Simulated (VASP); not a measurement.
# KRh (Pm-3m) in VASP: notebook, part 2 of 2

VASP 6.6.1. The steps go on from the part before.

## Step 3: Density of states, r2SCANh+D3(BJ)

Input file POSCAR:

```
KRh
3.9266
    1.000005895686      0.000000000000      0.000000000000
    0.000000000000      1.000005895686      0.000000000000
    0.000000000000      0.000000000000      1.000005895686
K Rh
1 1
Direct
    0.0000000000      0.0000000000      0.0000000000
    0.5000000000      0.5000000000      0.5000000000
```

Input file INCAR.step1:

```
PREC     = Accurate       # precision mode
ENCUT    = 520            # plane-wave cutoff, eV
EDIFF    = 1E-5           # SCF threshold, eV
ISMEAR   = -5             # smearing method
SIGMA    = 0.05           # smearing width, eV
LREAL    = F              # projectors in reciprocal space
LASPH    = T              # aspherical terms in the spheres
NELM     = 60             # most SCF steps
ALGO     = Normal         # electronic algorithm
ISIF     = 2              # what is computed and relaxed
LWAVE    = T              # write WAVECAR
LCHARG   = F              # write CHGCAR
LMAXMIX  = 4              # l up to which the mixer works
GGA      = PE             # functional
```

Input file INCAR.step2:

```
PREC     = Accurate       # precision mode
ENCUT    = 520            # plane-wave cutoff, eV
EDIFF    = 1E-6           # SCF threshold, eV
ISMEAR   = -5             # smearing method
SIGMA    = 0.05           # smearing width, eV
LREAL    = F              # projectors in reciprocal space
LASPH    = T              # aspherical terms in the spheres
NELM     = 60             # most SCF steps
ALGO     = Normal         # electronic algorithm
ISIF     = 2              # what is computed and relaxed
LWAVE    = F              # write WAVECAR
LCHARG   = F              # write CHGCAR
LMAXMIX  = 4              # l up to which the mixer works
METAGGA  = R2SCAN         # meta-GGA
LHFCALC  = T              # exact exchange
AEXX     = 0.1            # exact-exchange fraction
LMIXTAU  = T            
PRECFOCK = Normal       
HFRCUT   = -1           
IVDW     = 12             # dispersion correction
VDW_S6   = 1.0          
VDW_S8   = 1.1236       
VDW_A1   = 0.4709       
VDW_A2   = 5.9157       
LORBIT   = 10             # projections on sites
ISTART   = 1            
NEDOS    = 2001           # points of the DOS
```

Input file KPOINTS:

```
Automatic mesh
0
Gamma
  4 4 4
```

Potentials or basis: VASP PAW PBE potentials, release 64 (K_sv, Rh_pv).

On the command line:

```console
cat potpaw_PBE.64/K_sv/POTCAR potpaw_PBE.64/Rh_pv/POTCAR > POTCAR
cp INCAR.step1 INCAR
mpirun -np 1 vasp_std > vasp.out
cp INCAR.step2 INCAR
mpirun -np 1 vasp_std > vasp.out
```

OUTCAR:

```text
PREC = Accurate
   ENCUT = 520
   EDIFF = 1E-6
   ISMEAR = -5
   LREAL = F
   LASPH = T
   NELM = 60
   ISIF = 2
   METAGGA = R2SCAN
   LHFCALC = T
   AEXX = 0.1
   PRECFOCK = Normal
   IVDW = 12
   LORBIT = 10
   ISTART = 1
 IVDW          = 12

 ion  position               nearest neighbor table
   1  0.000  0.000  0.000-   2 3.40   2 3.40   2 3.40   2 3.40   2 3.40   2 3.40   2 3.40   2 3.40

   2  0.500  0.500  0.500-   1 3.40   1 3.40   1 3.40   1 3.40   1 3.40   1 3.40   1 3.40   1 3.40

  LATTYP: Found a simple cubic cell.
 ALAT       =     3.9266231500

  Lattice vectors:

 A1 = (   3.9266231500,   0.0000000000,   0.0000000000)
 A2 = (   0.0000000000,   3.9266231500,   0.0000000000)
 A3 = (   0.0000000000,   0.0000000000,   3.9266231500)

Analysis of symmetry for initial positions (statically):
=====================================================================
 Subroutine PRICEL returns:
 Original cell was already a primitive cell.

 Routine SETGRP: Setting up the symmetry group for a
 simple cubic supercell.

 Subroutine GETGRP returns: Found 48 space group operations
 (whereof 48 operations were pure point group operations)
 out of a pool of 48 trial point group operations.

The static configuration has the point symmetry O_h .

Analysis of symmetry for dynamics (positions and initial velocities):
=====================================================================
 Subroutine PRICEL returns:
 Original cell was already a primitive cell.

 Routine SETGRP: Setting up the symmetry group for a
 simple cubic supercell.

 Subroutine GETGRP returns: Found 48 space group operations
 (whereof 48 operations were pure point group operations)
 out of a pool of 48 trial point group operations.

The dynamic configuration has the point symmetry O_h .

 Subroutine INISYM returns: Found 48 space group operations
[... 116 lines left out ...]
   AEXX    =    0.1000 exact exchange contribution
   HFSCREEN=    0.0000 screening length (either q_TF or 0.3 A-1)
   HFSCREENC=   0.0000 screening length for correlation (either q_TF or 0.3 A-1)
   ENCUTFOCK=  -1.0 apply spherical cutoff to Coloumb kernel
   IVDW    =    12    specifies the selected vdW correction
   LEPSILON=     F    determine dielectric tensor
   LRPA    =     F    only Hartree local field effects (RPA)
 non-spin polarized calculation
 Fermi weights with tetrahedron method with Bloechl corrections
  energy-cutoff  :      520.00
  volume of cell :       60.54
 maximum number of plane-waves:      1654
 NGX is ok and might be reduce to    30
  NGX = 24; NGY = 24; NGZ = 24

 number of electron      23.9999992 magnetization

 Free energy of the ion-electron system (eV)
  ---------------------------------------------------
  ext. energy  EPLUGINS =         0.00000000
  ---------------------------------------------------
  free energy    TOTEN  =       -26.22985663 eV

  energy without entropy =      -26.22985663  energy(sigma->0) =      -26.22985663

 E-fermi :   1.4297     XC(G=0):  -8.3358

 val. band max:        1.1004390672   @ k =   0.5000   0.0000   0.0000
 cond. band min:       1.1475804626   @ k =   0.2500   0.2500   0.0000
 fundamental gap:      0.0471413954
 Fermi energy:         1.4297291729

 k-point     1 :       0.0000    0.0000    0.0000
  band No.  band energies     occupation
      1     -45.3271      2.00000
      2     -45.3127      2.00000
      3     -45.3126      2.00000
      4     -30.8546      2.00000
      5     -13.0765      2.00000
      6     -13.0765      2.00000
[... 167 lines left out ...]
      3     -45.3205      2.00000
      4     -30.8126      2.00000
      5     -13.2442      2.00000
      6     -13.2441      2.00000
[... 8 lines left out ...]
     15       4.7022      0.00000
     16       6.4157      0.00000

------------------------ aborting loop because EDIFF is reached ----------------------------------------

 Edisp (eV)   -0.31339

 E8    (eV) :    -0.1518

  FORCE on cell =-STRESS in cart. coord.  units (eV):
  Direction    XX          YY          ZZ          XY          YZ          ZX
  --------------------------------------------------------------------------------------
  -------------------------------------------------------------------------------------
  Total      -2.34055    -2.34055    -2.34055     0.00000     0.00000    -0.00000
  in kB     -61.94004   -61.94004   -61.94004     0.00000     0.00000    -0.00000
  external pressure =      -61.94 kB  Pullay stress =        0.00 kB

 VOLUME and BASIS-vectors are now :
 -----------------------------------------------------------------------------
  energy-cutoff  :      520.00
  volume of cell :       60.54
      direct lattice vectors                 reciprocal lattice vectors
     3.926623150  0.000000000  0.000000000     0.254671753  0.000000000  0.000000000
     0.000000000  3.926623150  0.000000000     0.000000000  0.254671753  0.000000000
     0.000000000  0.000000000  3.926623150     0.000000000  0.000000000  0.254671753

 POSITION                                       TOTAL-FORCE (eV/Angst)
 -----------------------------------------------------------------------------------
      0.00000      0.00000      0.00000         0.000000      0.000000      0.000000
      1.96331      1.96331      1.96331         0.000000      0.000000      0.000000
 -----------------------------------------------------------------------------------
    total drift:                                0.000001      0.000000      0.000000

  FREE ENERGIE OF THE ION-ELECTRON SYSTEM (eV)
  ---------------------------------------------------
  free  energy   TOTEN  =       -26.5432486989 eV

  energy  without entropy=      -26.5432486989  energy(sigma->0) =      -26.54324870

 total charge

# of ion       s       p       d       tot
------------------------------------------
    1        1.974   5.667   0.037   7.678
    2        0.205   6.002   7.481  13.688
--------------------------------------------------
tot          2.179  11.669   7.518  21.367
```

OUTCAR.step1:

```text
PREC = Accurate
   ENCUT = 520
   EDIFF = 1E-5
   ISMEAR = -5
   LREAL = F
[... 400 lines left out ...]
      0.00000      0.00000      0.00000         0.000000      0.000000      0.000000
      1.96331      1.96331      1.96331         0.000000      0.000000      0.000000
 -----------------------------------------------------------------------------------
    total drift:                                0.000000      0.000000      0.000000

  FREE ENERGIE OF THE ION-ELECTRON SYSTEM (eV)
  ---------------------------------------------------
  free  energy   TOTEN  =        -5.7734268840 eV

  energy  without entropy=       -5.7734268840  energy(sigma->0) =       -5.77342688
```

OSZICAR.step1:

```text
N       E                     dE             d eps       ncg     rms          rms(c)
DAV:   1     0.194318603959E+03    0.19432E+03   -0.14235E+04   336   0.147E+03
DAV:   2    -0.729134306795E+00   -0.19505E+03   -0.19187E+03   384   0.402E+02
DAV:   3    -0.563562831610E+01   -0.49065E+01   -0.48835E+01   384   0.624E+01
DAV:   4    -0.583644876092E+01   -0.20082E+00   -0.19981E+00   512   0.975E+00
DAV:   5    -0.583802549540E+01   -0.15767E-02   -0.15734E-02   392   0.859E-01    0.436E+00
DAV:   6    -0.581336446732E+01    0.24661E-01   -0.69008E-01   392   0.423E+00    0.437E+00
DAV:   7    -0.577802529621E+01    0.35339E-01   -0.20772E-01   336   0.280E+00    0.248E+00
DAV:   8    -0.577368765001E+01    0.43376E-02   -0.25025E-02   368   0.115E+00    0.190E-01
DAV:   9    -0.577343491957E+01    0.25273E-03   -0.17553E-03   472   0.314E-01    0.695E-02
DAV:  10    -0.577342688402E+01    0.80356E-05   -0.85707E-05   376   0.781E-02
   1 F= -.57734269E+01 E0= -.57734269E+01  d E =0.000000E+00
```

Wall time 21 min (1 thread of Intel Xeon Platinum 8259CL at 2.50GHz (Skylake/Cascade Lake), shared host); peak memory 0.19 GiB.

What came out:

| Quantity | Value |
| --- | --- |
| Free energy | -26.5432 eV |
| Pressure | -6.2 GPa |
| Band gap on the k mesh | none (metal or under the smearing width) |
| Valence electrons inside the program's atomic spheres | K 7.68; Rh 13.69 |
| Dispersion energy per atom | -0.157 eV |

Levels at points of the mesh, in eV from the Fermi level:
| k point | band 10 | band 11 | band 12 | band 13 | band 14 | band 15 |
| --- | --- | --- | --- | --- | --- | --- |
| (0.00, 0.00, 0.00) | -1.18 | -0.41 | -0.41 | -0.39 | 6.61 | 6.61 |
| (0.50, 0.00, 0.00) | -0.61 | -0.60 | -0.33 | 1.25 | 1.50 | 6.25 |
| (0.50, 0.50, 0.00) | -0.72 | -0.72 | 0.58 | 2.27 | 3.54 | 3.54 |
| (0.50, 0.50, 0.50) | -0.94 | 0.54 | 0.65 | 3.27 | 3.27 | 3.27 |

States per cell in windows of 0.5 eV (zero at the Fermi level; states under -8 eV left out):
```
from (eV)  total  Rh2_d  K1_d  Rh2_s  Rh2_p  K1_p  K1_s
     -8.0   0.00   0.00  0.00   0.00   0.00  0.00  0.00
     -7.5   0.00   0.00  0.00   0.00   0.00  0.00  0.00
     -7.0   0.00   0.00  0.00   0.00   0.00  0.00  0.00
     -6.5   0.00   0.00  0.00   0.00   0.00  0.00  0.00
     -6.0   0.00   0.00  0.00   0.00   0.00  0.00  0.00
     -5.5   0.00   0.00  0.00   0.00   0.00  0.00  0.00
     -5.0   0.00   0.00  0.00   0.00   0.00  0.00  0.00
     -4.5   0.00   0.00  0.00   0.00   0.00  0.00  0.00
     -4.0   0.00   0.00  0.00   0.00   0.00  0.00  0.00
     -3.5   0.00   0.00  0.00   0.00   0.00  0.00  0.00
     -3.0   0.00   0.00  0.00   0.00   0.00  0.00  0.00
     -2.5   0.04   0.00  0.00   0.01   0.00  0.00  0.00
     -2.0   0.22   0.05  0.00   0.03   0.00  0.00  0.01
     -1.5   1.99   1.17  0.01   0.11   0.00  0.02  0.02
     -1.0   5.81   4.76  0.03   0.01   0.01  0.02  0.01
     -0.5   2.09   1.62  0.01   0.05   0.01  0.01  0.00
      0.0   0.63   0.41  0.00   0.04   0.00  0.01  0.00
      0.5   0.37   0.16  0.00   0.05   0.00  0.01  0.00
      1.0   0.44   0.16  0.01   0.07   0.01  0.01  0.00
      1.5   0.37   0.12  0.01   0.07   0.00  0.01  0.00
      2.0   0.27   0.06  0.01   0.04   0.01  0.00  0.00
      2.5   0.39   0.04  0.02   0.01   0.03  0.01  0.01
      3.0   0.52   0.03  0.03   0.01   0.05  0.02  0.01
      3.5   0.48   0.04  0.03   0.01   0.05  0.01  0.01
      4.0   0.47   0.04  0.04   0.01   0.05  0.01  0.00
      4.5   0.62   0.06  0.06   0.01   0.06  0.02  0.01
      5.0   0.88   0.08  0.12   0.01   0.08  0.02  0.00
      5.5   0.44   0.04  0.08   0.00   0.03  0.01  0.00
      6.0   0.20   0.02  0.04   0.01   0.01  0.00  0.00
      6.5   0.82   0.05  0.19   0.03   0.03  0.01  0.01
      7.0   1.00   0.06  0.23   0.03   0.05  0.02  0.01
      7.5   0.09   0.00  0.02   0.00   0.01  0.00  0.00
```

Caveat: the k mesh is coarse (spacing up to 0.40 Å⁻¹), so the values aren't converged, least of all with exact exchange; the PAW data sets were made with another functional, which shifts forces and pressure a little; pairwise dispersion overbinds metals, which lowers pressure and volume; tetrahedron occupations give inexact forces and stress in metals.

## Step 4: For comparison

An earlier run on the cell as given: functional PBE; potentials or basis VASP PAW PBE potentials, release 64 (K_sv, Rh_pv); cutoff 520 eV; k mesh 7 × 7 × 7; occupations fermi-dirac, width 0.05 eV; no spin polarisation.

* Pressure: -3.3 GPa
* Band gap on the k mesh: none (metal or under the smearing width)

## Step 5: The runs side by side

```csv
task,level,potentials or basis,k mesh,cutoff (eV),smearing,grid for exact exchange (PRECFOCK),exchange at q = 0,other keys,mesh quality,gap on the mesh (eV),pressure (GPa)
band structure,PBEsol,"VASP PAW PBE potentials, release 54 (K_pv, Rh)",7 × 7 × 7,450,methfessel-paxton 0.2 eV,-,-,ENCUT = 450,not flagged,-,-
density of states,r2SCANh+D3(BJ),"VASP PAW PBE potentials, release 64 (K_sv, Rh_pv)",4 × 4 × 4,520,tetrahedron,Normal,truncated,-,coarse,none,-6.2
single point,PBE,"VASP PAW PBE potentials, release 64 (K_sv, Rh_pv)",7 × 7 × 7,520,fermi-dirac 0.05 eV,-,-,-,not flagged,none,-3.3
```

Alike in all rows: no spin polarisation; cell as given.

Caveats: some runs use coarse meshes; the PAW data sets were made with another functional, which shifts forces and pressure a little (some runs); pairwise dispersion overbinds metals, which lowers pressure and volume (some runs); tetrahedron occupations give inexact forces and stress in metals (some runs).

Total energies depend on the potentials used, so only differences within one code and one set of settings carry meaning.
